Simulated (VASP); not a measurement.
A run of VASP 6.6.1 is set up as follows.

File INCAR:

```
SYSTEM = LiBi3
PREC = Accurate
ENCUT = 520
EDIFF = 1E-6
ISMEAR = 0
SIGMA = 0.1
LREAL = .FALSE.
LASPH = .TRUE.
NELM = 100
ALGO = Fast
ISIF = 2
LWAVE = .FALSE.
LCHARG = .FALSE.
GGA = PE
NBANDS = 32
```

The input KPOINTS:

```
Automatic mesh
0
G
  8 8 14
  0 0 0
```

File POSCAR:

```
LiBi3
1.0
    6.3064810714      0.0000000000      0.0000000000
    0.0000000000      6.3064810714      0.0000000000
    0.0000000000      0.0000000000      3.2379100535
Li Bi
1 3
Direct
    0.5000000000      0.5000000000      0.5000000000
    0.0000000000      0.0000000000      0.0000000000
    0.0000000000      0.5000000000      0.0000000000
    0.5000000000      0.0000000000      0.0000000000
```

Potentials or basis: VASP PAW PBE potentials, release 64 (Li_sv, Bi_d).

Run with:

```console
$ cat potpaw_PBE.64/Li_sv/POTCAR potpaw_PBE.64/Bi_d/POTCAR > POTCAR
$ mpirun -np 1 vasp_std > vasp.out
```

(1) Estimate the band gap on the k mesh.

Results:

(1) none (metal or under the smearing width).

Caveat: spin-orbit coupling is left out, which moves the levels of the heavy elements.
